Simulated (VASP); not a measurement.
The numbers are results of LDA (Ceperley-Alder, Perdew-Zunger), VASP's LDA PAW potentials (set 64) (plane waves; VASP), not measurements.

A VASP calculation is set up with these files.

INCAR:
```
ALGO  =  Normal
EDIFF  =  1E-6
EDIFFG  =  -0.02
ENCUT  =  620
IBRION  =  2
ISIF  =  3
ISMEAR  =  0
LASPH  =  .TRUE.
LCHARG  =  .FALSE.
LREAL  =  .FALSE.
LWAVE  =  .FALSE.
NELM  =  100
NSW  =  40
PREC  =  Accurate
PSTRESS  =  300
SIGMA  =  0.05
SYSTEM  =  LiF
```

File POSCAR:
```
LiF
1.0
  0.0000000000   1.8149322698   1.8149322698
  1.8149322698   0.0000000000   1.8149322698
  1.8149322698   1.8149322698   0.0000000000
Li F
1 1
Cart
  0.0000000000   0.0000000000   0.0000000000
  1.8149322698   1.8149322698   1.8149322698
```

### KPOINTS
```
kpoints
0
Gamma
12 12 12
0 0 0
```

POTCAR, in this order: Li_sv F (LDA.64 set). Program: vasp_std.

The resulting files:

File OSZICAR:
```
       N       E                     dE             d eps       ncg     rms          rms(c)
DAV:   1     0.316188391588E+02    0.31619E+02   -0.68279E+03  1344   0.131E+03
DAV:   2    -0.992271008909E+01   -0.41542E+02   -0.41145E+02  1447   0.230E+02
DAV:   3    -0.107746138406E+02   -0.85190E+00   -0.84941E+00  1698   0.312E+01
DAV:   4    -0.107873286723E+02   -0.12715E-01   -0.12702E-01  1703   0.327E+00
DAV:   5    -0.107874389576E+02   -0.11029E-03   -0.11028E-03  1693   0.197E-01    0.445E+00
DAV:   6    -0.102711301346E+02    0.51631E+00   -0.23192E+00  1348   0.129E+01    0.123E+00
DAV:   7    -0.102630911166E+02    0.80390E-02   -0.32575E-02  1643   0.184E+00    0.788E-01
DAV:   8    -0.102604463691E+02    0.26447E-02   -0.81020E-03  1757   0.119E+00    0.846E-02
DAV:   9    -0.102604365779E+02    0.97912E-05   -0.71819E-04  1425   0.332E-01    0.390E-02
DAV:  10    -0.102604398945E+02   -0.33166E-05   -0.51286E-05  1480   0.741E-02    0.282E-03
DAV:  11    -0.102604398738E+02    0.20719E-07   -0.89053E-07  1222   0.138E-02
   1 F= -.80216057E+01 E0= -.80216057E+01  d E =-.802161E+01
```

OUTCAR:
```
------------------------ aborting loop because EDIFF is reached ----------------------------------------
  FORCE on cell =-STRESS in cart. coord.  units (eV):
  Direction    XX          YY          ZZ          XY          YZ          ZX
  --------------------------------------------------------------------------------------
  Total        2.2487133      2.2487133      2.2487133      0.0000000     -0.0000000      0.0000000
  in kB      301.3237787    301.3237787    301.3237787      0.0000000     -0.0000000      0.0000000
  external PRESSURE =       1.3237787 kB  Pullay stress =     300.0000000 kB
  volume of cell :       11.96
      direct lattice vectors                 reciprocal lattice vectors
     0.000000000  1.814932270  1.814932270    -0.275492374  0.275492374  0.275492374
     1.814932270  0.000000000  1.814932270     0.275492374 -0.275492374  0.275492374
     1.814932270  1.814932270  0.000000000     0.275492374  0.275492374 -0.275492374
  FREE ENERGIE OF THE ION-ELECTRON SYSTEM (eV)
  ---------------------------------------------------
  free  energy   TOTEN  =       -10.2604398738 eV

  energy  without entropy=      -10.2604398738  energy(sigma->0) =      -10.26043987
  enthalpy is  TOTEN    =        -8.0216056577 eV   P V=        2.2388342161

 reached required accuracy - stopping structural energy minimisation
```
(Selected blocks of OUTCAR.)

The compound is LiF in the rock salt structure. It was relaxed first under an external pressure of 30 GPa.
